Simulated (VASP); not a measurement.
# Cu2BrCl (R-3m) in VASP: G0W0 quasiparticle levels with PBEsol

Aim: the G0W0 quasiparticle levels of Cu2BrCl with PBEsol.

All numbers are computed with VASP 6.6.1; they aren't measurements. Logs are shortened: lines on timing, memory, paths and dates and some standing lists are left out, and cuts for length are marked.

## (1) The structure

It takes space group R-3m (No. 166, trigonal). Conventional cell: a = 3.711 Å, b = 3.711 Å, c = 18.143 Å, α = 90.00°, β = 90.00°, γ = 120.00°. Br (site symmetry -3m) has 6 Cu at 2.64 Å as nearest neighbours. Around Cu (site symmetry 3m) lie 3 Cl at 2.61 Å and 3 Br at 2.64 Å. Cl (site symmetry -3m) is surrounded by 6 Cu at 2.61 Å.

The cell comes from a database or a generator and needn't be the stable form of this composition.

## (2) G0W0 quasiparticle levels, PBEsol

File POSCAR:

```
Cu2BrCl
1.0
    1.8555099526      1.0712791706      6.0475086568
   -1.8555099526      1.0712791706      6.0475086568
    0.0000000000     -2.1425583412      6.0475086568
Br Cu Cl
1 2 1
Direct
    0.0000000000      0.0000000000      0.0000000000
    0.7516030000      0.7516030000      0.7516030000
    0.2483970000      0.2483970000      0.2483970000
    0.5000000000      0.5000000000      0.5000000000
```

File INCAR.step1:

```
SYSTEM = Cu2BrCl
ALGO = Fast
EDIFF = 1E-8
ENCUT = 500
GGA = PS
ISMEAR = 0
LASPH = .True.
LCHARG = .False.
LREAL = .False.
LWAVE = .True.
NELM = 100
PREC = Accurate
SIGMA = 0.01
```

File INCAR.step2:

```
SYSTEM = Cu2BrCl
ALGO = Exact
EDIFF = 1E-8
ENCUT = 500
GGA = PS
ISMEAR = 0
ISTART = 1
LASPH = .True.
LCHARG = .False.
LOPTICS = .True.
LREAL = .False.
LWAVE = .True.
NBANDS = 181
NELM = 1
PREC = Accurate
SIGMA = 0.01
```

File INCAR.step3:

```
SYSTEM = Cu2BrCl
ALGO = EVGW0
EDIFF = 1E-8
ENCUT = 500
ENCUTGW = 100
GGA = PS
ISMEAR = 0
ISTART = 1
LASPH = .True.
LCHARG = .False.
LREAL = .False.
LWAVE = .False.
NBANDS = 181
NBANDSGW = 26
NELMGW = 1
NOMEGA = 48
PREC = Accurate
PRECFOCK = Fast
SIGMA = 0.01
```

File KPOINTS:

```
k-points
0
Gamma
  4 4 4
  0 0 0
```

Potentials or basis: VASP PAW PBE potentials, release 64 (Br_GW, Cu_GW, Cl_GW).

Command:

```bash
> cat potpaw_PBE.64/Br_GW/POTCAR potpaw_PBE.64/Cu_GW/POTCAR potpaw_PBE.64/Cl_GW/POTCAR > POTCAR
> cp INCAR.step1 INCAR
> mpirun -np 1 vasp_std > vasp.out
> cp INCAR.step2 INCAR
> mpirun -np 1 vasp_std > vasp.out
> cp INCAR.step3 INCAR
> mpirun -np 1 vasp_std > vasp.out
```

OUTCAR:

```text
SYSTEM = Cu2BrCl
   EDIFF = 1E-8
   ENCUT = 500
   ENCUTGW = 100
   GGA = PS
   ISMEAR = 0
   ISTART = 1
   LASPH = .True.
   LREAL = .False.
   NELMGW = 1
   PREC = Accurate
   PRECFOCK = Fast

 ion  position               nearest neighbor table
   1  0.000  0.000  0.000-   2 2.64   3 2.64   2 2.64   2 2.64   3 2.64   3 2.64
   2  0.752  0.752  0.752-   1 2.64   1 2.64   1 2.64
   3  0.248  0.248  0.248-   1 2.64   1 2.64   1 2.64
   4  0.500  0.500  0.500-

  LATTYP: Found a trigonal (rhomboedric) cell.
 ALAT       =     6.4158333207
 COS(alpha) =     0.8327175323

  Lattice vectors:

 A1 = (   1.8555099526,   1.0712791706,   6.0475086568)
 A2 = (  -1.8555099526,   1.0712791706,   6.0475086568)
 A3 = (   0.0000000000,  -2.1425583412,   6.0475086568)

Analysis of symmetry for initial positions (statically):
=====================================================================
 Subroutine PRICEL returns:
 Original cell was already a primitive cell.

 Routine SETGRP: Setting up the symmetry group for a
 trigonal (rhombohedral) supercell.

 Subroutine GETGRP returns: Found 12 space group operations
 (whereof 12 operations were pure point group operations)
 out of a pool of 12 trial point group operations.

The static configuration has the point symmetry D_3d.

Analysis of symmetry for dynamics (positions and initial velocities):
=====================================================================
 Subroutine PRICEL returns:
 Original cell was already a primitive cell.

 Routine SETGRP: Setting up the symmetry group for a
 trigonal (rhombohedral) supercell.

 Subroutine GETGRP returns: Found 12 space group operations
 (whereof 12 operations were pure point group operations)
 out of a pool of 12 trial point group operations.

The dynamic configuration has the point symmetry D_3d.

 Subroutine INISYM returns: Found 12 space group operations
 (whereof 12 operations are pure point group operations),
 and found     1 'primitive' translations

----------------------------------------------------------------------------------------

                                     Primitive cell

  volume of cell :      72.1263

  direct lattice vectors                    reciprocal lattice vectors
[... 45 lines left out ...]

 Following reciprocal coordinates:
            Coordinates               Weight
  0.000000  0.000000  0.000000      1.000000
  0.250000  0.000000  0.000000      6.000000
  0.500000  0.000000  0.000000      3.000000
  0.250000  0.250000  0.000000      6.000000
  0.500000  0.250000  0.000000     12.000000
 -0.250000  0.250000  0.000000      6.000000
  0.500000  0.500000  0.000000      3.000000
  0.250000  0.250000  0.250000      2.000000
  0.500000  0.250000  0.250000      6.000000
 -0.250000  0.250000  0.250000      6.000000
  0.500000  0.500000  0.250000      6.000000
 -0.250000  0.500000  0.250000      6.000000
  0.500000  0.500000  0.500000      1.000000
   k-points           NKPTS =     13   k-points in BZ     NKDIM =     64   number of bands    NBANDS=    181
   number of dos      NEDOS =    301   number of ions     NIONS =      4
   total plane-waves  NPLWV = 110592
   dimension x,y,z NGX =    48 NGY =   48 NGZ =   48
   dimension x,y,z NGXF=    96 NGYF=   96 NGZF=   96
   ions per type =               1   2   1
   NGX,Y,Z   is equivalent  to a cutoff of  12.44, 12.44, 12.44 a.u.
   NGXF,Y,Z  is equivalent  to a cutoff of  24.88, 24.88, 24.88 a.u.
 SYSTEM =  Cu2BrCl
   PREC   = accura    normal or accurate (medium, high low for compatibility)
   ISTART =      1    job   : 0-new  1-cont  2-samecut
   ICHARG =      0    charge: 1-file 2-atom 10-const
   ISPIN  =      1    spin polarized calculation?
   LNONCOLLINEAR =      F non collinear calculations
   LSORBIT =      F    spin-orbit coupling
   LASPH  =      T    aspherical Exc in radial PAW
   ENCUT  =  500.0 eV  36.75 Ry    6.06 a.u.  11.70 11.70 11.70*2*pi/ulx,y,z
   NELM   =     60;   NELMIN=  2; NELMDL=  0     # of ELM steps
   EDIFF  = 0.1E-07   stopping-criterion for ELM
   LREAL  =      F    real-space projection
   EDIFFG = 0.1E-06   stopping-criterion for IOM
   NSW    =      0    number of steps for IOM
   IBRION =     -1    ionic relax: 0-MD 1-quasi-New 2-CG
   NFREE  =      0    steps in history (QN), initial steepest desc. (CG)
   ISIF   =      0    stress and relaxation
   ISYM   =      3    0-nonsym 1-usesym 2-fastsym
   POTIM  = 0.5000    time-step for ionic-motion
   TEBEG  =    0.0;   TEEND  =   0.0 temperature during run
   PSTRESS=    0.0 pullay stress
   NELECT =      36.0000    total number of electrons
   NUPDOWN=      -1.0000    fix difference up-down
   EMIN   =  10.00;   EMAX   =-10.00  energy-range for DOS
   EFERMI =   0.00;   METHOD = LEGACY
   ISMEAR =     0;   SIGMA  =   0.01  broadening in eV -4-tet -1-fermi 0-gaus
   EFERMI_NEDOS =   21; number of points for ismear=-14 and -15
   IALGO  =     38    algorithm
   IMIX   =      4    mixing-type and parameters
     AMIX     =   0.40;   BMIX     =  1.00
     AMIX_MAG =   1.60;   BMIX_MAG =  1.00
  volume/ion in A,a.u.               =      18.03       121.68
  Fermi-wavevector in a.u.,A,eV,Ry     =   1.298607  2.454012 22.944597  1.686380
  Thomas-Fermi vector in A             =   2.429924
   LORBIT       =      0    0 simple, 1 ext, 2 COOP (PROOUT), +10 PAW based schemes
   GGA     = PS    functional components
   LHFCALC =     T    Hartree Fock is set to
   PRECFOCK=fast      Normal, Fast or Accurate (Low or Medium for compatibility)
   ENCUT4O =  -1.0   cutoff for four orbital integrals eV
   NKREDX  =     1    reduce k-point grid by
   NKREDY  =     1    reduce k-point grid by
   NKREDZ  =     1    reduce k-point grid by
   AEXX    =    1.0000 exact exchange contribution
   HFSCREEN=    0.0000 screening length (either q_TF or 0.3 A-1)
   HFSCREENC=   0.0000 screening length for correlation (either q_TF or 0.3 A-1)
   ENCUTFOCK=  -1.0 apply spherical cutoff to Coloumb kernel
   IVDW    =     0    specifies the selected vdW correction
   LEPSILON=     F    determine dielectric tensor
   LRPA    =     F    only Hartree local field effects (RPA)
   LRPAFORCE           =     F    calculate RPA forces
   ENCUTGW             = 100.0    cutoff for response function in eV
   ENCUTGWSOFT         =  80.0    soft cutoff for Coulomb kernel in GW response function in eV
   ENCUTLF             =  -1.0    cutoff for local field effects
   NELMGW              =     1    number of iterations in solving QP/BSE equation
   NELMHF              =     1    number of iterations in the inner HF iteration
   NKREDLFX            =     1    NKREDLFY  =   1   NKREDLFZ  =   1
 non-spin polarized calculation
 Gauss-broadening in eV      SIGMA  =   0.01
  energy-cutoff  :      500.00
  volume of cell :       72.13
 maximum number of plane-waves:      1853
 NGX is ok and might be reduce to    48
  NGX = 28; NGY = 28; NGZ = 28
   NGX = 23   NGY = 23   NGZ = 23
 maximum number of plane-waves:       168
 NGX is ok and might be reduce to    24

 QP shifts <psi_nk| G(iteration)W_0 |psi_nk>: iteration 1
 for sc-GW calculations column KS-energies equals QP-energies in previous step
 and V_xc(KS)=  KS-energies - (<T + V_ion + V_H > + <T+V_H+V_ion>^1  + <V_x>^1)

 k-point   1 :       0.0000    0.0000    0.0000
  band No.  KS-energies  QP-energies   sigma(KS)   V_xc(KS)     V^pw_x(r,r')   Z            occupation Imag(sigma)

      1     -12.7498     -13.1185     -14.6799     -14.1213     -22.9846       0.6599       2.0000       1.4394
      2     -11.9655     -12.2965     -15.1402     -14.6333     -23.1926       0.6529       2.0000       1.2574
      3      -2.9955      -3.6356     -12.8212     -11.9030     -16.8296       0.6971       2.0000       0.4642
      4      -0.3014      -0.9480     -15.6913     -14.7828     -20.6146       0.7118       2.0000       0.4225
      5      -0.3014      -0.9480     -15.6913     -14.7828     -20.6146       0.7118       2.0000       0.4225
      6       1.0081       0.4506     -14.8742     -14.1160     -17.6483       0.7353       2.0000       0.1824
[... 378 lines left out ...]
     25      11.5051      11.9173     -10.3354     -10.8662      -5.5645       0.7766       0.0000      -0.2222
     26      11.5051      11.9173     -10.3354     -10.8662      -5.5645       0.7766       0.0000      -0.2222
```

OUTCAR.step1:

```text
SYSTEM = Cu2BrCl
   EDIFF = 1E-8
   ENCUT = 500
   GGA = PS
   ISMEAR = 0
   LASPH = .True.
   LREAL = .False.
   NELM = 100
[... 541 lines left out ...]
      0.00000      0.00000     13.63598         0.000000      0.000000      0.102805
      0.00000      0.00000      4.50655         0.000000     -0.000000     -0.102805
      0.00000      0.00000      9.07126        -0.000000     -0.000000      0.000000
 -----------------------------------------------------------------------------------
    total drift:                                0.000000     -0.000000      0.000000

  FREE ENERGIE OF THE ION-ELECTRON SYSTEM (eV)
  ---------------------------------------------------
  free  energy   TOTEN  =       -12.9707193163 eV

  energy  without entropy=      -12.9707192949  energy(sigma->0) =      -12.97071931
```

Wall time 43 min (1 thread of Intel Xeon Platinum 8488C (Sapphire Rapids), shared host); peak memory 1.3 GiB.

Results:

| Quantity | Value |
| --- | --- |
| Band gap on the k mesh, mean-field level | 0.06 eV, direct |
| Quasiparticle gap | 1.32 eV |
| Least direct quasiparticle gap | 1.32 eV |

Levels at points of the mesh, in eV from the valence-band top:
```tsv
k point	band 14	band 15	band 16	band 17	band 18	band 19	band 20	band 21	band 22
(0.00, 0.00, 0.00)	-1.36	-1.36	-1.25	0.00	0.00	0.06	2.84	5.74	5.75
(0.50, 0.00, 0.00)	-1.25	-0.97	-0.87	-0.78	-0.76	2.19	2.62	5.31	5.94
(0.50, 0.50, 0.00)	-1.26	-1.25	-1.16	-0.04	-0.02	0.34	2.83	5.73	5.76
(0.50, 0.50, 0.50)	-1.48	-0.86	-0.86	-0.56	-0.56	2.39	2.41	6.27	6.82
```

Caveat: the k mesh is coarse (spacing up to 0.50 Å⁻¹), so the values aren't converged; bands, screening cutoff and mesh are small and nothing is extrapolated, so the quasiparticle values aren't converged. A k mesh can miss the band edges.
